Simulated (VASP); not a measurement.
Here is the system:

```
Cs
1.0
   -3.05000     3.05000     3.05000
    3.05000    -3.05000     3.05000
    3.05000     3.05000    -3.05000
Cs
1
Direct
  0.00000   0.00000   0.00000
```

Computed with PBE GGA with D3 dispersion (zero damping), VASP's PBE PAW potentials (set 64) (plane waves; VASP). Numerical set-up: 520 eV cut-off, Gaussian smearing of 0.050 eV, potentials Cs_sv.

Problem. Give the energies of bands 5 to 7 at the high-symmetry points, in eV from the Fermi level.

Solution. 
| band | Γ | H | N | P |
|---|---|---|---|---|
| 5 | -1.71 | 0.62 | 0.02 | 0.98 |
| 6 | 2.49 | 0.62 | 0.87 | 0.98 |
| 7 | 2.49 | 3.03 | 1.63 | 0.98 |

It has no gap at this level: it comes out as a metal or semimetal.

The compound is Cs in the bcc structure. The cell was not relaxed at this level.
